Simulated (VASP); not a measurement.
Write the native input for VASP 6.6.1 that does the following.

```
Task                   : single point
Functional             : r2SCAN
Potentials or basis    : VASP PAW PBE potentials, release 64 (In_d, Ga_d, O)
Cutoff                 : 520 eV
k mesh                 : 8 × 8 × 4
Occupations            : gaussian, width 0.1 eV
Spin                   : no spin polarisation
Further INCAR settings : ALGO = Normal; EDIFF = 1e-06
```

The structure of InGaO lies in POSCAR:

```
InGaO                                   
1.0
    3.6503526027      0.0000000000      0.0000000000
    0.0000000000      3.6503526027      0.0000000000
    0.0000000000      0.0000000000      8.1773271905
  In              Ga              O             
     2     2     2
Direct
     0.0000000000000000    0.5000000000000000    0.3697508567346994
     0.5000000000000000    0.0000000000000000    0.6302491432653006
     0.0000000000000000    0.5000000000000000    0.8846451396959381
     0.5000000000000000    0.0000000000000000    0.1153548603040616
     0.5000000000000000    0.5000000000000000    0.0000000000000000
     0.0000000000000000    0.0000000000000000    0.0000000000000000
```

The cell was built by a generator and needn't be a form met in nature.

The input as run:

INCAR

```
PREC = Accurate
ENCUT = 520
EDIFF = 1E-6
ISMEAR = 0
SIGMA = 0.1
LREAL = False
LASPH = True
NELM = 150
ALGO = Normal
ISIF = 2
LWAVE = False
LCHARG = False
METAGGA = R2SCAN
LMIXTAU = True
KPAR = 4
```

KPOINTS

```
regular mesh
0
Gamma
  8 8 4
```

Potentials or basis: VASP PAW PBE potentials, release 64 (In_d, Ga_d, O).

Run with:

```bash
$ cat potpaw_PBE.64/In_d/POTCAR potpaw_PBE.64/Ga_d/POTCAR potpaw_PBE.64/O/POTCAR > POTCAR
$ mpirun -np 4 vasp_std > vasp.out
```

Results of the run:

```
Pressure               : -3.5 GPa
Largest force          : 0.465 eV/Å
Band gap on the k mesh : none (metal or under the smearing width)
```

Caveat: the PAW data sets were made with another functional, which shifts forces and pressure a little.

It took 3.2 min on 4 MPI ranks on AMD EPYC 9R14 (Zen 4), with other jobs on the host, peak memory 0.31 GiB a rank.
